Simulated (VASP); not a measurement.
OSZICAR of a VASP run on Au (fcc):

OSZICAR:
```
       N       E                     dE             d eps       ncg     rms          rms(c)
DAV:   1     0.471739439236E+02    0.47174E+02   -0.58732E+03  2032   0.109E+03
DAV:   2    -0.867263344984E+00   -0.48041E+02   -0.45392E+02  1933   0.202E+02
DAV:   3    -0.131099971205E+01   -0.44374E+00   -0.44336E+00  2233   0.204E+01
DAV:   4    -0.131218391087E+01   -0.11842E-02   -0.11842E-02  2162   0.108E+00
DAV:   5    -0.131219183596E+01   -0.79251E-05   -0.79246E-05  2110   0.840E-02    0.863E+00
DAV:   6    -0.104419563837E+01    0.26800E+00   -0.90124E-01  1906   0.916E+00    0.546E+00
DAV:   7    -0.102529130203E+01    0.18904E-01   -0.71958E-02  2023   0.255E+00    0.266E+00
DAV:   8    -0.102281772395E+01    0.24736E-02   -0.14124E-03  1982   0.441E-01    0.227E-01
DAV:   9    -0.102281110787E+01    0.66161E-05   -0.55385E-06  2138   0.261E-02    0.101E-02
DAV:  10    -0.102281591719E+01   -0.48093E-05   -0.26075E-06  2053   0.212E-02    0.196E-03
DAV:  11    -0.102281589343E+01    0.23755E-07   -0.36704E-08  1009   0.193E-03
   1 F= -.10228159E+01 E0= -.10230393E+01  d E =-.102282E+01
```

### Question
Which electronic solver shows in the log?

### Answer
It is blocked Davidson (ALGO = Normal, or the opening steps of other solvers). The INCAR had ALGO = Normal.

### Question
Can the final energy be trusted as converged?

### Answer
The run converged. It stopped with EDIFF = 1E-6, NELM = 100, NSW = 60 and EDIFFG = -0.01 after 1 ionic step (rev-vdW-DF2, plane waves, VASP's PBE PAW potentials (set 64)).

The compound is Au in the fcc structure. It was relaxed first. The start is the result of an earlier pass.
